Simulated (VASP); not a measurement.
# KCdCO3F: O into a neighbouring O vacancy, part 4 of 5

Wanted: the minimum-energy path in KCdCO3F for this move: O into a neighbouring O vacancy. The start is a cell from a database of measured crystal structures.

VASP 6.6.1; LDA; plane waves and PAW (Cd, K_pv, F, O, C).

So far. Step 2 (Relax the host): The run ended after 16 ionic steps, 0.286 eV below its first step, once forces and stress met EDIFFG = -0.02. Step 3 (Relax the host again, on a new basis): The start already met the threshold, so nothing moved.

### Step 7. Going on with the relaxation

The relaxation goes on from where it stopped.

INCAR reads:

```
SYSTEM = K4Cd4C4O11F4
PREC = Normal
ENCUT = 400
EDIFF = 1E-05
NELM = 120
ISMEAR = 0
SIGMA = 0.05
LREAL = Auto
ALGO = Fast
GGA = CA
NBANDS = 111
LORBIT = 11
LWAVE = .FALSE.
LCHARG = .FALSE.
KPAR = 3
LASPH = .TRUE.
IBRION = 2
NSW = 60
ISIF = 2
EDIFFG = -0.05
POTIM = 0.25
MAXMIX = 40
ISYM = 0
```

POSCAR reads:

```
K4Cd4C4O11F4
1.0
   -7.4591300124      4.3065307206      4.3693651570
    7.4591300124     -4.3065307206      4.3693651570
    2.4863766708      4.3065307206     -4.3693651570
Cd K F O C
4 4 4 11 4
Direct
    0.4200949887      0.6019266801      0.5227119478
    0.9025587093      0.0681208991      0.4718425126
    0.9331187760      0.5936850053      0.0305035326
    0.4494863676      0.1214998808      0.0739340121
    0.9962086276      0.9958979226      0.9862438510
    0.4883999811      0.4886741366      0.9856268433
    0.5014419861      0.0057353676      0.5150547800
    0.0060953182      0.5089547942      0.5144198069
    0.1619248922      0.3387302965      0.5066358557
    0.6677768863      0.8431870624      0.5077780326
    0.6625358193      0.3254023594      0.9938109546
    0.1649567557      0.8274243856      0.9930243121
    0.1925744875      0.0653329738      0.7613724557
    0.1744863270      0.5530918751      0.2274683586
    0.6598442324      0.0669191059      0.2299823510
    0.6764457520      0.5037552201      0.6826102795
    0.1438052638      0.8222698783      0.4695549859
    0.1091359821      0.3032821080      0.9121273207
    0.6511878166      0.8391332963      0.9917739468
    0.4215436806      0.3874413646      0.3117647707
    0.9463612877      0.8662607768      0.3152984224
    0.9235768283      0.3672336726      0.7939009383
    0.4312580322      0.8483854724      0.7829006349
    0.5459837620      0.3802098537      0.4290214125
    0.0952728926      0.9204825022      0.5188769588
    0.0695123801      0.4073490284      0.9777747191
    0.5787610101      0.9175742041      0.9989900204
```

KPOINTS reads:

```
Automatic mesh
0
Gamma
2 2 2
0 0 0
```

Potentials, in the order of the species: Cd, K_pv, F, O and C (LDA family, release 64).

Started as:

```sh
> mpirun -np 3 vasp_std
```

Log:

```text
[... set-up lines as in an earlier step ...]
 entering main loop
       N       E                     dE             d eps       ncg     rms          rms(c)
DAV:   1     0.159718155575E+04    0.15972E+04   -0.81297E+04  1776   0.135E+03
DAV:   2    -0.114530365641E+02   -0.16086E+04   -0.15464E+04  2023   0.399E+02
DAV:   3    -0.182546609413E+03   -0.17109E+03   -0.16985E+03  2056   0.143E+02
DAV:   4    -0.186031539903E+03   -0.34849E+01   -0.34691E+01  1992   0.210E+01
DAV:   5    -0.186085809101E+03   -0.54269E-01   -0.54245E-01  2176   0.246E+00    0.301E+01
RMM:   6    -0.169358005309E+03    0.16728E+02   -0.59800E+01  1777   0.208E+01    0.223E+01
RMM:   7    -0.169122780197E+03    0.23523E+00   -0.70444E+00  1797   0.755E+00    0.946E+00
RMM:   8    -0.168849592352E+03    0.27319E+00   -0.12480E+00  1791   0.320E+00    0.680E+00
RMM:   9    -0.168828213421E+03    0.21379E-01   -0.49022E-01  1779   0.252E+00    0.890E-01
RMM:  10    -0.168818856780E+03    0.93566E-02   -0.14086E-01  1847   0.932E-01    0.966E-01
RMM:  11    -0.168819451752E+03   -0.59497E-03   -0.30207E-02  1834   0.552E-01    0.196E-01
RMM:  12    -0.168819321118E+03    0.13063E-03   -0.62844E-03  1796   0.227E-01    0.181E-01
RMM:  13    -0.168819551340E+03   -0.23022E-03   -0.15527E-03  1877   0.103E-01    0.314E-02
RMM:  14    -0.168819580272E+03   -0.28932E-04   -0.29156E-04  1646   0.404E-02    0.118E-02
RMM:  15    -0.168819583114E+03   -0.28423E-05   -0.47907E-05  1380   0.183E-02
   1 F= -.16881958E+03 E0= -.16881958E+03  d E =-.168820E+03
 curvature:   0.00 expect dE= 0.000E+00 dE for cont linesearch  0.000E+00
 trial: gam= 0.00000 g(F)=  0.278E-01 g(S)=  0.000E+00 ort = 0.000E+00 (trialstep = 0.100E+01)
 search vector abs. value=  0.278E-01
 bond charge predicted
       N       E                     dE             d eps       ncg     rms          rms(c)
DAV:   1    -0.168826065394E+03   -0.64851E-02   -0.30645E+00  1881   0.594E+00    0.409E-01
RMM:   2    -0.168830911449E+03   -0.48461E-02   -0.69229E-02  1776   0.852E-01    0.244E-01
RMM:   3    -0.168830625062E+03    0.28639E-03   -0.67481E-03  1803   0.275E-01    0.147E-01
RMM:   4    -0.168830401367E+03    0.22370E-03   -0.18140E-03  1794   0.129E-01    0.545E-02
RMM:   5    -0.168830399433E+03    0.19332E-05   -0.33237E-04  1766   0.551E-02    0.190E-02
RMM:   6    -0.168830402772E+03   -0.33385E-05   -0.67838E-05  1476   0.232E-02
   2 F= -.16883040E+03 E0= -.16883040E+03  d E =-.108197E-01
[... from here on, the cycles between the ionic steps are left out ...]
   3 F= -.16883097E+03 E0= -.16883097E+03  d E =-.113881E-01
   4 F= -.16884311E+03 E0= -.16884311E+03  d E =-.121400E-01
   5 F= -.16884897E+03 E0= -.16884897E+03  d E =-.179938E-01
   6 F= -.16885581E+03 E0= -.16885581E+03  d E =-.684849E-02
   7 F= -.16886077E+03 E0= -.16886077E+03  d E =-.118039E-01
   8 F= -.16885640E+03 E0= -.16885640E+03  d E =-.743435E-02
   9 F= -.16886145E+03 E0= -.16886145E+03  d E =-.124823E-01
  10 F= -.16886961E+03 E0= -.16886961E+03  d E =-.816595E-02
  11 F= -.16888047E+03 E0= -.16888047E+03  d E =-.190234E-01
  12 F= -.16888769E+03 E0= -.16888769E+03  d E =-.721622E-02
  13 F= -.16888883E+03 E0= -.16888883E+03  d E =-.836365E-02
  14 F= -.16889547E+03 E0= -.16889547E+03  d E =-.664048E-02
  15 F= -.16890126E+03 E0= -.16890126E+03  d E =-.124235E-01
  16 F= -.16890359E+03 E0= -.16890359E+03  d E =-.147552E-01
  17 F= -.16890698E+03 E0= -.16890698E+03  d E =-.339080E-02
  18 F= -.16891444E+03 E0= -.16891444E+03  d E =-.108531E-01
  19 F= -.16891643E+03 E0= -.16891643E+03  d E =-.128403E-01
  20 F= -.16891781E+03 E0= -.16891781E+03  d E =-.142155E-01
  21 F= -.16892106E+03 E0= -.16892106E+03  d E =-.325670E-02
  22 F= -.16892787E+03 E0= -.16892787E+03  d E =-.100603E-01
  23 F= -.16892810E+03 E0= -.16892810E+03  d E =-.102913E-01
  24 F= -.16893015E+03 E0= -.16893015E+03  d E =-.123474E-01
  25 F= -.16893369E+03 E0= -.16893369E+03  d E =-.353666E-02
  26 F= -.16893825E+03 E0= -.16893825E+03  d E =-.809867E-02
  27 F= -.16894075E+03 E0= -.16894075E+03  d E =-.250187E-02
  28 F= -.16894471E+03 E0= -.16894471E+03  d E =-.645771E-02
  29 F= -.16894781E+03 E0= -.16894781E+03  d E =-.310368E-02
  30 F= -.16894974E+03 E0= -.16894974E+03  d E =-.503453E-02
  31 F= -.16895021E+03 E0= -.16895021E+03  d E =-.550597E-02
  32 F= -.16895045E+03 E0= -.16895045E+03  d E =-.574202E-02
  33 F= -.16895274E+03 E0= -.16895274E+03  d E =-.228880E-02
  34 F= -.16895647E+03 E0= -.16895647E+03  d E =-.601798E-02
  35 F= -.16896019E+03 E0= -.16896019E+03  d E =-.371953E-02
  36 F= -.16896437E+03 E0= -.16896437E+03  d E =-.790389E-02
  37 F= -.16896719E+03 E0= -.16896719E+03  d E =-.281513E-02
  38 F= -.16896829E+03 E0= -.16896829E+03  d E =-.391433E-02
  39 F= -.16896839E+03 E0= -.16896839E+03  d E =-.401887E-02
  40 F= -.16897045E+03 E0= -.16897045E+03  d E =-.205422E-02
  41 F= -.16897081E+03 E0= -.16897081E+03  d E =-.241647E-02
  42 F= -.16897243E+03 E0= -.16897243E+03  d E =-.162266E-02
  43 F= -.16897417E+03 E0= -.16897417E+03  d E =-.336550E-02
  44 F= -.16897523E+03 E0= -.16897523E+03  d E =-.105894E-02
  45 F= -.16897605E+03 E0= -.16897605E+03  d E =-.187726E-02
  46 F= -.16897754E+03 E0= -.16897754E+03  d E =-.148813E-02
  47 F= -.16897854E+03 E0= -.16897854E+03  d E =-.248486E-02
  48 F= -.16897874E+03 E0= -.16897874E+03  d E =-.269072E-02
  49 F= -.16897894E+03 E0= -.16897894E+03  d E =-.288868E-02
  50 F= -.16897982E+03 E0= -.16897982E+03  d E =-.876718E-03
  51 F= -.16898005E+03 E0= -.16898005E+03  d E =-.110630E-02
  52 F= -.16898102E+03 E0= -.16898102E+03  d E =-.971302E-03
 trial-energy change:   -0.000971  1 .order   -0.000896   -0.001160   -0.000632
 step:   0.9673(harm=  1.3988)  dis= 0.00360  next Energy=  -168.981192 (dE=-0.115E-02)
 bond charge predicted
       N       E                     dE             d eps       ncg     rms          rms(c)
DAV:   1    -0.168981167675E+03   -0.15140E-03   -0.14094E-01  1818   0.124E+00    0.535E-02
RMM:   2    -0.168981304620E+03   -0.13694E-03   -0.16369E-03  1776   0.140E-01    0.290E-02
RMM:   3    -0.168981317990E+03   -0.13370E-04   -0.15801E-04  1717   0.441E-02    0.299E-02
RMM:   4    -0.168981316082E+03    0.19087E-05   -0.28368E-05  1152   0.159E-02
  53 F= -.16898132E+03 E0= -.16898132E+03  d E =-.127031E-02
 curvature:  -2.25 expect dE=-0.109E-02 dE for cont linesearch -0.105E-03
 trial: gam= 0.07131 g(F)=  0.486E-03 g(S)=  0.000E+00 ort = 0.636E-03 (trialstep = 0.702E+00)
 search vector abs. value=  0.620E-03
 reached required accuracy - stopping structural energy minimisation
```

It took 17 min on 3 MPI ranks of Intel Xeon 6975P-C (Granite Rapids), shared host; peak memory 1.1 GiB.

Parts of OUTCAR (step 7):

```text
   NELECT =     186.0000    total number of electrons

 E-fermi :   0.0907

 k-point     1 :       0.0000    0.0000    0.0000
  band No.  band energies     occupation
    ...
     89      -1.7559      2.00000
     90      -1.4182      2.00000
     91      -1.1655      2.00000
     92      -1.0195      2.00000
     93      -0.4409      2.00000
     94       2.6118      0.00000
     95       3.4880      0.00000
     96       4.1044      0.00000
     97       4.7650      0.00000
     98       4.8689      0.00000
    ...

  Total       -7.7210967     -6.6897274     -7.3777453     -0.4874600     -0.0726186     -0.0554671
  in kB      -33.0511650    -28.6362539    -31.5814044     -2.0866365     -0.3108532     -0.2374340
  external PRESSURE =     -31.0896077 kB  Pullay stress =       0.0000000 kB

 POSITION                                       TOTAL-FORCE (eV/Angst)
 -----------------------------------------------------------------------------------
      2.58130      1.41175      2.17627        -0.015720     -0.001855     -0.009467
     -5.00528      5.69898      2.17628         0.000350      0.027514     -0.011142
     -2.50031      1.49508      6.54242         0.003291      0.012360      0.003066
     -2.28482      1.74202      2.17116         0.017217     -0.030136      0.005362
      2.42496      4.23990      4.34890        -0.006124     -0.002361     -0.012318
      2.42229      4.24214      0.00346        -0.004686     -0.002870      0.012157
     -2.43044      4.35055     -0.06077         0.005480     -0.004154     -0.008232
      5.02485      0.04198      0.04004         0.007107     -0.004080      0.002790
      2.60534      1.42038     -0.01332        -0.007310      0.012702      0.010836
      2.60248      1.42305      4.36473        -0.005289      0.014709     -0.001513
     -0.07124      5.76106     -0.01128         0.015741     -0.015442     -0.008479
      7.38397      1.44952     -0.01288         0.017278     -0.012727      0.005876
      0.89349      3.81821     -2.19567         0.021066     -0.012053      0.002222
      3.42040     -0.63044      2.17738         0.033477      0.032220     -0.000434
     -3.94248      3.74724      2.17175         0.003391      0.014724      0.000358
      0.46959      3.66943      2.17187         0.027120     -0.024660      0.002179
      6.20031     -1.04297      2.17229        -0.006291      0.000816      0.003594
      3.73253      3.19219     -2.18703        -0.008586      0.019168     -0.000838
      3.83461      3.24731      2.17412        -0.024474      0.013866      0.000837
      0.41293      1.48383      2.17458         0.028336      0.038052     -0.000330
      0.27798      1.66492      6.54710        -0.039343     -0.023071     -0.001277
     -2.21974      5.86188      2.17271         0.007226     -0.034375      0.001641
      5.37262      1.62210      2.17229        -0.004532     -0.011022      0.002632
     -0.21359      2.59613      2.17247        -0.046564     -0.008106     -0.000280
[...]
-----------------------------------------------------------------------------------
    total drift:                                0.014233      0.011840     -0.025437

  FREE ENERGIE OF THE ION-ELECTRON SYSTEM (eV)
  ---------------------------------------------------
  free  energy   TOTEN  =      -168.9813160816 eV

  energy  without entropy=     -168.9813160816  energy(sigma->0) =     -168.98131608

[... 6 parts as in an earlier step ...]

[... 9 further parts left out ...]
```

The steps of the relaxation (22 of 53):

```
step  energy less that of the first step (eV)  largest force (eV/Å)
   1                                   0.0000                0.4364
   3                                  -0.0114                0.3960
   6                                  -0.0362                0.4329
   8                                  -0.0368                0.5741
  11                                  -0.0609                0.3539
  13                                  -0.0693                0.3352
  16                                  -0.0840                0.7082
  18                                  -0.0949                0.4207
  21                                  -0.1015                0.3031
  23                                  -0.1085                0.5957
  26                                  -0.1187                0.2607
  28                                  -0.1251                0.2160
  31                                  -0.1306                0.3767
  33                                  -0.1332                0.2161
  36                                  -0.1448                0.2320
  38                                  -0.1487                0.2045
  41                                  -0.1512                0.1422
  43                                  -0.1546                0.1690
  46                                  -0.1580                0.1104
  48                                  -0.1592                0.1776
  51                                  -0.1605                0.1066
  53                                  -0.1617                0.0474
```

The atoms that moved most (Å):

```
atom      dx      dy      dz  length
 O23   0.315   0.047   0.002   0.318
 O15  -0.092   0.203   0.001   0.223
 O19  -0.033  -0.214  -0.004   0.217
 O17  -0.028  -0.143   0.003   0.146
 O20  -0.108  -0.006   0.002   0.108
 Cd3  -0.044  -0.098   0.005   0.108
 O18   0.016   0.100  -0.004   0.102
 O21   0.092  -0.038   0.005   0.099
```

The relaxed structure:

```xyz
27
Lattice="-7.4591 4.3065 4.3694 7.4591 -4.3065 4.3694 2.4864 4.3065 -4.3694" Properties=species:S:1:pos:R:3 pbc="T T T"
Cd    2.5813    1.4118    2.1763
Cd   -5.0053    5.6990    2.1763
Cd   -2.5003    1.4951    6.5424
Cd   -2.2848    1.7420    2.1712
K     2.4250    4.2399    4.3489
K     2.4223    4.2421    0.0035
K    -2.4304    4.3506   -0.0608
K     5.0249    0.0420    0.0400
F     2.6053    1.4204   -0.0133
F     2.6025    1.4230    4.3647
F    -0.0712    5.7611   -0.0113
F     7.3840    1.4495   -0.0129
O     0.8935    3.8182   -2.1957
O     3.4204   -0.6304    2.1774
O    -3.9425    3.7472    2.1718
O     0.4696    3.6694    2.1719
O     6.2003   -1.0430    2.1723
O     3.7325    3.1922   -2.1870
O     3.8346    3.2473    2.1741
O     0.4129    1.4838    2.1746
O     0.2780    1.6649    6.5471
O    -2.2197    5.8619    2.1727
O     5.3726    1.6221    2.1723
C    -0.2136    2.5961    2.1725
C     7.4374   -1.3764    2.1747
C     4.9530    2.8088   -2.1918
C     5.0670    2.8616    2.1726
```

Numbers from this step:

```
electronic cycles              : 324
electrons                      : 186
free energy (TOTEN)            : -168.9813 eV
Fermi energy                   : 0.0907 eV
gap on the k-mesh              : 2.844 eV
least direct gap on the k-mesh : 2.893 eV
```

The run ended after 53 ionic steps, 0.162 eV below its first step, once the forces on the free atoms met EDIFFG = -0.05.

(Part 4 of 5 ends here.)

[Lines on the potential files, build, host, timing and source positions are cut from VASP's logs without a mark.]

[Logs are printed without paths, hosts, clocks, repeated set-up lines and the standing remarks that a program may print on its own settings, such as how far it seeks lower states.]

[Hosts, paths, dates, database ids (printed as entryN), source tags and the programs' standing remarks are cut or masked in the printed files.]

[Runs that stopped without an error message from VASP are left out.]
